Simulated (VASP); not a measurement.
All values below come from LDA (Ceperley-Alder, Perdew-Zunger), VASP's LDA PAW potentials (set 64) (plane waves; VASP 6.6.1).

VASP ran on this input.

POSCAR:
```
MgH2
1.0
  4.4269561427   0.0000000000   0.0000000000
  0.0000000000   4.4269561427   0.0000000000
  0.0000000000   0.0000000000   2.9467365211
Mg H
2 4
Cart
  0.0000000000   0.0000000000   0.0000000000
  2.2134780713   2.2134780713   1.4733682606
  1.3473051656   1.3473051656   0.0000000000
  3.5607832370   0.8661729057   1.4733682606
  0.8661729057   3.5607832370   1.4733682606
  3.0796509771   3.0796509771   0.0000000000
```

### INCAR
```
# general
SYSTEM = MgH2
PREC   = Accurate
ENCUT  = 400   # plane-wave cut-off (eV)
LREAL  = .False.
LASPH  = .True.   # aspherical one-centre terms

# electronic loop
EDIFF  = 1E-6   # SCF stop (eV)
NELM   = 100   # most electronic steps
ALGO   = Normal

# smearing
ISMEAR = 0   # Gaussian
SIGMA  = 0.05   # width (eV)

# ions
IBRION = 2
NSW    = 60   # most ionic steps
ISIF   = 3   # ions, shape and volume
EDIFFG = -0.02   # ionic stop

# output
LWAVE  = .False.
LCHARG = .False.
```

KPOINTS:
```
K-points
0
Gamma
  5 5 7
```

POTCAR, in this order: Mg H (LDA.64 set). Program: vasp_std.

What VASP printed:

File OUTCAR:
```
 ion  position               nearest neighbor table
   1  0.000  0.000  0.000-   3 1.91   6 1.91   5 1.92   4 1.92   4 1.92   5 1.92   2 3.46   2 3.46
                             2 3.46   2 3.46   2 3.46   2 3.46   2 3.46   2 3.46
   2  0.500  0.500  0.500-   4 1.91   5 1.91   3 1.92   6 1.92   3 1.92   6 1.92   1 3.46   1 3.46
                             1 3.46   1 3.46   1 3.46   1 3.46   1 3.46   1 3.46
   3  0.304  0.304  0.000-   1 1.91   2 1.92   2 1.92
   4  0.804  0.196  0.500-   2 1.91   1 1.92   1 1.92
   5  0.196  0.804  0.500-   2 1.91   1 1.92   1 1.92
   6  0.696  0.696  0.000-   1 1.91   2 1.92   2 1.92
  LATTYP: Found a simple tetragonal cell.
 ALAT       =     4.4269561427
 C/A-ratio  =     0.6656349027
 Subroutine PRICEL returns:
 Original cell was already a primitive cell.
 Subroutine GETGRP returns: Found 16 space group operations
The static configuration has the point symmetry D_2h.
 The point group associated with its full space group is D_4h.
The dynamic configuration has the point symmetry D_2h.
 Subroutine INISYM returns: Found 16 space group operations
 Subroutine IBZKPT returns following result:
 Found     24 irreducible k-points:

 Following reciprocal coordinates:
            Coordinates               Weight
  0.000000  0.000000  0.000000      1.000000
  0.200000  0.000000  0.000000      4.000000
  0.400000  0.000000  0.000000      4.000000
  0.200000  0.200000  0.000000      4.000000
  0.400000  0.200000  0.000000      8.000000
  0.400000  0.400000  0.000000      4.000000
  0.000000  0.000000  0.142857      2.000000
  0.200000  0.000000  0.142857      8.000000
  0.400000  0.000000  0.142857      8.000000
  0.200000  0.200000  0.142857      8.000000
  0.400000  0.200000  0.142857     16.000000
  0.400000  0.400000  0.142857      8.000000
  0.000000  0.000000  0.285714      2.000000
  0.200000  0.000000  0.285714      8.000000
  0.400000  0.000000  0.285714      8.000000
  0.200000  0.200000  0.285714      8.000000
...
```

### OSZICAR
```
       N       E                     dE             d eps       ncg     rms          rms(c)
DAV:   1    -0.139986504608E+01   -0.13999E+01   -0.27780E+03   384   0.610E+02
DAV:   2    -0.196788665003E+02   -0.18279E+02   -0.17277E+02   504   0.775E+01
DAV:   3    -0.202350776961E+02   -0.55621E+00   -0.55621E+00   520   0.191E+01
DAV:   4    -0.202359925843E+02   -0.91489E-03   -0.91489E-03   568   0.767E-01
DAV:   5    -0.202359963968E+02   -0.38125E-05   -0.38125E-05   528   0.342E-02    0.652E+00
DAV:   6    -0.192432449848E+02    0.99275E+00   -0.80258E-01   384   0.510E+00    0.333E+00
DAV:   7    -0.188783296154E+02    0.36492E+00   -0.10412E+00   400   0.607E+00    0.460E-01
DAV:   8    -0.188802000773E+02   -0.18705E-02   -0.11508E-02   448   0.816E-01    0.112E-01
DAV:   9    -0.188797798425E+02    0.42023E-03   -0.10408E-03   528   0.187E-01    0.130E-02
DAV:  10    -0.188797807242E+02   -0.88167E-06   -0.18502E-05   464   0.348E-02    0.740E-03
DAV:  11    -0.188797804344E+02    0.28981E-06   -0.17244E-06   424   0.698E-03
   1 F= -.18879780E+02 E0= -.18879780E+02  d E =-.188798E+02
       N       E                     dE             d eps       ncg     rms          rms(c)
DAV:   1    -0.188806858469E+02   -0.90512E-03   -0.68821E-03   488   0.614E-01    0.369E-02
DAV:   2    -0.188806639773E+02    0.21870E-04   -0.55069E-05   424   0.605E-02    0.219E-02
DAV:   3    -0.188806515361E+02    0.12441E-04   -0.32520E-05   480   0.299E-02    0.241E-03
DAV:   4    -0.188806514860E+02    0.50099E-07   -0.55716E-07   256   0.620E-03
   2 F= -.18880651E+02 E0= -.18880651E+02  d E =-.871052E-03
       N       E                     dE             d eps       ncg     rms          rms(c)
DAV:   1    -0.188817159167E+02   -0.10644E-02   -0.40589E-02   488   0.149E+00    0.898E-02
DAV:   2    -0.188815877317E+02    0.12819E-03   -0.32343E-04   424   0.147E-01    0.533E-02
DAV:   3    -0.188815148459E+02    0.72886E-04   -0.18890E-04   464   0.723E-02    0.584E-03
DAV:   4    -0.188815145526E+02    0.29329E-06   -0.34026E-06   408   0.150E-02
   3 F= -.18881515E+02 E0= -.18881515E+02  d E =-.173412E-02
```

OUTCAR:
```
------------------------ aborting loop because EDIFF is reached ----------------------------------------
  FORCE on cell =-STRESS in cart. coord.  units (eV):
  Direction    XX          YY          ZZ          XY          YZ          ZX
  --------------------------------------------------------------------------------------
  Total        0.0034136      0.0034136      0.0383641      0.0000000      0.0000000      0.0000000
  in kB        0.0954153      0.0954153      1.0723483      0.0000000      0.0000000      0.0000000
  external PRESSURE =       0.4210596 kB  Pullay stress =       0.0000000 kB
  volume of cell :       57.32
      direct lattice vectors                 reciprocal lattice vectors
     4.400558795  0.000000000  0.000000000     0.227243868  0.000000000  0.000000000
    -0.000000000  4.400558795  0.000000000     0.000000000  0.227243868  0.000000000
     0.000000000  0.000000000  2.959946815     0.000000000  0.000000000  0.337843908
 POSITION                                       TOTAL-FORCE (eV/Angst)
 -----------------------------------------------------------------------------------
     -0.00000      0.00000      0.00000        -0.000000      0.000000      0.000000
      2.20028      2.20028      1.47997        -0.000000      0.000000      0.000000
      1.33734      1.33734      0.00000         0.011513      0.011513     -0.000000
      3.53762      0.86294      1.47997         0.011513     -0.011513      0.000000
      0.86294      3.53762      1.47997        -0.011513      0.011513      0.000000
      3.06322      3.06322      0.00000        -0.011513     -0.011513      0.000000
 -----------------------------------------------------------------------------------
    total drift:                               -0.000000      0.000000      0.000000
  FREE ENERGIE OF THE ION-ELECTRON SYSTEM (eV)
  ---------------------------------------------------
  free  energy   TOTEN  =       -18.8815145526 eV

  energy  without entropy=      -18.8815145526  energy(sigma->0) =      -18.88151455

 reached required accuracy - stopping structural energy minimisation
```
(Selected blocks of OUTCAR.)

File CONTCAR:
```
MgH2
   1.00000000000000
     4.4005587947067193    0.0000000000000000    0.0000000000000000
    -0.0000000000000000    4.4005587947067193    0.0000000000000000
     0.0000000000000000    0.0000000000000000    2.9599468153705502
  Mg              H
     2     4
Direct
     0.0000000000000000    0.0000000000000000    0.0000000000000000
     0.5000000000000000    0.5000000000000000    0.5000000000000000
     0.3039021333344994    0.3039021333344994    0.0000000000000000
     0.8039021333344994    0.1960978666655006    0.5000000000000000
     0.1960978666655006    0.8039021333344994    0.5000000000000000
     0.6960978666655006    0.6960978666655006    0.0000000000000000
```

The compound is MgH2 in the rutile structure. This run relaxes it. Symmetry was kept, so distortions that lower it aren't found. The start is the result of an earlier pass.
